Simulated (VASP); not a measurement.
Computed with revPBE GGA, VASP's PBE PAW potentials (set 64) (plane waves; VASP 6.6.1).

VASP ran on this input.

### KPOINTS
```
K-points
0
Gamma
  12 9 1
0 0 0
```

### INCAR
```
PREC = Accurate
ISIF = 2
SYSTEM = Al2Au
LASPH = T   ! aspherical one-centre terms
LREAL = F   ! projection in real space or not
LMAXMIX = 6   ! l cut-off of mixed one-centre charges
LWAVE = F
SIGMA = 0.1   ! width (eV)
LCHARG = F
EDIFF = 1E-6   ! SCF stop (eV)
ENCUT = 300   ! plane-wave cut-off (eV)
ALGO = Normal   ! blocked Davidson
GGA = RE   ! revPBE
ISMEAR = 0   ! Gaussian
NELM = 100   ! most electronic steps
```

File POSCAR:
```
Al2Au
1
    4.2426410000     0.0000000000     0.0000000000
   -4.2426410000     4.2426410000     0.0000000000
    0.0000000000     0.0000000000    26.5000000000
Al Au
8 4
Direct
  0.5270090000   0.0068850000   0.4150830000
  0.4871950000   0.4975190000   0.4138090000
  0.5073020000   0.5139890000   0.3033550000
  0.5145570000  -0.0039000000   0.3043070000
  0.5055410000  -0.0235960000   0.6443860000
  0.5268050000   0.5046940000   0.6408160000
  0.4633850000   0.4900660000   0.5261420000
  0.5058580000   0.0277200000   0.5295660000
  0.0038940000   0.0016540000   0.4695310000
  0.9483940000   0.4675460000   0.3621260000
  0.0248490000   0.0212610000   0.6960970000
  0.9852120000   0.4961630000   0.5815750000
```

POTCAR, in this order: Al Au (PBE.64 set). Program: vasp_std.

The resulting files:

OUTCAR:
```
 ion  position               nearest neighbor table
   1  0.527  0.007  0.415-  10 2.41   9 2.50   9 2.63  10 2.69   2 2.88   4 2.94   2 2.94   8 3.04
                             2 3.07   2 3.12
   2  0.487  0.498  0.414-  10 2.50  10 2.56   9 2.57   9 2.60   1 2.88   3 2.93   1 2.94   7 2.98
                             1 3.07   1 3.12
   3  0.507  0.514  0.303-  10 2.60  10 2.68   4 2.87   2 2.93   4 2.98   4 3.02   4 3.13
   4  0.515  0.996  0.304-  10 2.52  10 2.72   3 2.87   1 2.94   3 2.98   3 3.02   3 3.13
   5  0.506  0.976  0.644-  11 2.44  11 2.62  12 2.64  12 2.77   6 2.90   6 2.94   8 3.06   6 3.07
                             6 3.11
   6  0.527  0.505  0.641-  11 2.52  12 2.53  11 2.64  12 2.75   5 2.90   5 2.94   7 3.05   5 3.07
                             5 3.11
   7  0.463  0.490  0.526-  12 2.53   9 2.56  12 2.64   9 2.64   8 2.88   8 2.91   2 2.98   6 3.05
                             8 3.10   8 3.13
   8  0.506  0.028  0.530-  12 2.42   9 2.57  12 2.64   9 2.74   7 2.88   7 2.91   1 3.04   5 3.06
                             7 3.10   7 3.13
   9  0.004  0.002  0.470-   1 2.50   7 2.56   2 2.57   8 2.57   2 2.60   1 2.63   7 2.64   8 2.74
  LATTYP: Found a simple tetragonal cell.
 ALAT       =     4.2426410000
 C/A-ratio  =     6.2461094399
 Subroutine PRICEL returns:
 Original cell was already a primitive cell.
 Subroutine GETGRP returns: Found  1 space group operations
The static configuration has the point symmetry C_1 .
The dynamic configuration has the point symmetry C_1 .
 Subroutine INISYM returns: Found  1 space group operations
 Subroutine IBZKPT returns following result:
 Found     55 irreducible k-points:

 Following reciprocal coordinates:
            Coordinates               Weight
  0.000000  0.000000  0.000000      1.000000
  0.083333  0.000000  0.000000      2.000000
  0.166667  0.000000  0.000000      2.000000
  0.250000  0.000000  0.000000      2.000000
  0.333333  0.000000  0.000000      2.000000
  0.416667  0.000000  0.000000      2.000000
  0.500000  0.000000  0.000000      1.000000
  0.000000  0.111111  0.000000      2.000000
  0.083333  0.111111  0.000000      2.000000
  0.166667  0.111111  0.000000      2.000000
  0.250000  0.111111  0.000000      2.000000
  0.333333  0.111111  0.000000      2.000000
  0.416667  0.111111  0.000000      2.000000
  0.500000  0.111111  0.000000      2.000000
 -0.416667  0.111111  0.000000      2.000000
 -0.333333  0.111111  0.000000      2.000000
 -0.250000  0.111111  0.000000      2.000000
 -0.166667  0.111111  0.000000      2.000000
 -0.083333  0.111111  0.000000      2.000000
  0.000000  0.222222  0.000000      2.000000
  0.083333  0.222222  0.000000      2.000000
  0.166667  0.222222  0.000000      2.000000
  0.250000  0.222222  0.000000      2.000000
  0.333333  0.222222  0.000000      2.000000
  0.416667  0.222222  0.000000      2.000000
  0.500000  0.222222  0.000000      2.000000
 -0.416667  0.222222  0.000000      2.000000
 -0.333333  0.222222  0.000000      2.000000
 -0.250000  0.222222  0.000000      2.000000
 -0.166667  0.222222  0.000000      2.000000
 -0.083333  0.222222  0.000000      2.000000
  0.000000  0.333333  0.000000      2.000000
  0.083333  0.333333  0.000000      2.000000
  0.166667  0.333333  0.000000      2.000000
  0.250000  0.333333  0.000000      2.000000
  0.333333  0.333333  0.000000      2.000000
  0.416667  0.333333  0.000000      2.000000
  0.500000  0.333333  0.000000      2.000000
 -0.416667  0.333333  0.000000      2.000000
 -0.333333  0.333333  0.000000      2.000000
   k-points           NKPTS =     55   k-points in BZ     NKDIM =     55   number of bands    NBANDS=     41
   number of dos      NEDOS =    301   number of ions     NIONS =     12
   total plane-waves  NPLWV = 129600
   dimension x,y,z NGX =    24 NGY =   36 NGZ =  150
   dimension x,y,z NGXF=    48 NGYF=   72 NGZF=  300
...
```

OSZICAR:
```
       N       E                     dE             d eps       ncg     rms          rms(c)
DAV:   1     0.325172688413E+03    0.32517E+03   -0.19407E+04  4510   0.854E+02
DAV:   2    -0.175690701666E+02   -0.34274E+03   -0.32603E+03  5848   0.198E+02
DAV:   3    -0.446995429837E+02   -0.27130E+02   -0.26553E+02  5412   0.562E+01
DAV:   4    -0.455276271530E+02   -0.82808E+00   -0.82480E+00  6268   0.104E+01
DAV:   5    -0.455516960159E+02   -0.24069E-01   -0.24049E-01  6163   0.171E+00    0.174E+01
DAV:   6    -0.417494595981E+02    0.38022E+01   -0.36788E+01  5310   0.340E+01    0.905E+00
DAV:   7    -0.443040228570E+02   -0.25546E+01   -0.33503E+01  6024   0.342E+01    0.823E+00
DAV:   8    -0.411571512335E+02    0.31469E+01   -0.30386E+01  6051   0.213E+01    0.425E+00
DAV:   9    -0.408688775481E+02    0.28827E+00   -0.21807E+00  5312   0.799E+00    0.113E+00
DAV:  10    -0.408466936454E+02    0.22184E-01   -0.32341E-01  5260   0.342E+00    0.830E-01
DAV:  11    -0.408420907088E+02    0.46029E-02   -0.53019E-02  5492   0.112E+00    0.617E-01
DAV:  12    -0.408413552962E+02    0.73541E-03   -0.78323E-03  6220   0.367E-01    0.359E-01
DAV:  13    -0.408401139635E+02    0.12413E-02   -0.32411E-03  5496   0.320E-01    0.967E-02
DAV:  14    -0.408401218356E+02   -0.78722E-05   -0.56522E-04  5500   0.159E-01    0.529E-02
DAV:  15    -0.408397853314E+02    0.33650E-03   -0.38987E-04  5343   0.882E-02    0.249E-02
DAV:  16    -0.408396969904E+02    0.88341E-04   -0.81191E-05  5524   0.511E-02    0.149E-02
DAV:  17    -0.408396165547E+02    0.80436E-04   -0.66245E-05  5428   0.337E-02    0.133E-02
DAV:  18    -0.408395636754E+02    0.52879E-04   -0.47307E-05  5122   0.413E-02    0.106E-02
DAV:  19    -0.408395755366E+02   -0.11861E-04   -0.61841E-06  3887   0.154E-02    0.590E-03
DAV:  20    -0.408395859045E+02   -0.10368E-04   -0.87361E-06  4489   0.188E-02    0.383E-03
DAV:  21    -0.408396056145E+02   -0.19710E-04   -0.37013E-06  3596   0.128E-02    0.199E-03
DAV:  22    -0.408396154811E+02   -0.98667E-05   -0.13231E-06  3582   0.342E-03    0.185E-03
DAV:  23    -0.408396369963E+02   -0.21515E-04   -0.19138E-06  3395   0.416E-03    0.881E-04
DAV:  24    -0.408396568299E+02   -0.19834E-04   -0.11902E-06  3144   0.210E-03    0.637E-04
DAV:  25    -0.408396671199E+02   -0.10290E-04   -0.55812E-07  3265   0.193E-03    0.233E-04
DAV:  26    -0.408396695882E+02   -0.24683E-05   -0.14970E-07  3100   0.868E-04    0.208E-04
DAV:  27    -0.408396702765E+02   -0.68831E-06   -0.43037E-08  2917   0.552E-04
   1 F= -.40839670E+02 E0= -.40825655E+02  d E =-.280297E-01
```

**OUTCAR**
```
------------------------ aborting loop because EDIFF is reached ----------------------------------------
  FORCE on cell =-STRESS in cart. coord.  units (eV):
  Direction    XX          YY          ZZ          XY          YZ          ZX
  --------------------------------------------------------------------------------------
  Total        5.6944372      5.7810553      6.2285238     -0.1766805      0.5986937      0.3152235
  in kB       19.1268277     19.4177661     20.9207509     -0.5934454      2.0109295      1.0587920
  external PRESSURE =      19.8217816 kB  Pullay stress =       0.0000000 kB
  volume of cell :      477.00
      direct lattice vectors                 reciprocal lattice vectors
     4.242641000  0.000000000  0.000000000     0.235702243  0.235702243  0.000000000
    -4.242641000  4.242641000  0.000000000     0.000000000  0.235702243  0.000000000
     0.000000000  0.000000000 26.500000000     0.000000000  0.000000000  0.037735849
 POSITION                                       TOTAL-FORCE (eV/Angst)
 -----------------------------------------------------------------------------------
      2.20670      0.02921     10.99970        -0.612429     -1.062501      0.265850
     -0.04380      2.11079     10.96594         0.016052      0.207263      0.234408
     -0.02837      2.18067      8.03891        -0.066472      0.017927     -0.247726
     -2.04301      4.22609      8.06414        -0.051929     -0.427140     -0.391052
     -1.99770      4.14253     17.07623        -0.727680      0.347157     -0.168255
      0.09381      2.14124     16.98162        -0.434839      0.089527      0.279601
     -0.11320      2.07917     13.94276         0.442245      0.454229      0.014027
      2.02857      0.11761     14.03350         0.272132     -1.141514     -0.478091
      0.00950      0.00702     12.44257         0.035200     -0.338371      0.544925
      2.04007      1.98363      9.59634         0.317656      1.399559     -0.922070
      0.01522      0.09020     18.44657         0.554963     -0.217910     -0.120824
      2.07486      2.10504     15.41174         0.255101      0.671774      0.989206
 -----------------------------------------------------------------------------------
    total drift:                                0.000215     -0.000342     -0.001637
  FREE ENERGIE OF THE ION-ELECTRON SYSTEM (eV)
  ---------------------------------------------------
  free  energy   TOTEN  =       -40.8396702765 eV

  energy  without entropy=      -40.8116405389  energy(sigma->0) =      -40.82565541
```
(Selected blocks of OUTCAR.)

At this cut-off the stress carries a Pulay error, which pulls relaxed volumes low. The cell holds a wide vacuum, so values per volume refer to the whole cell.

The cell is a sheet with vacuum, built from a generated structure.
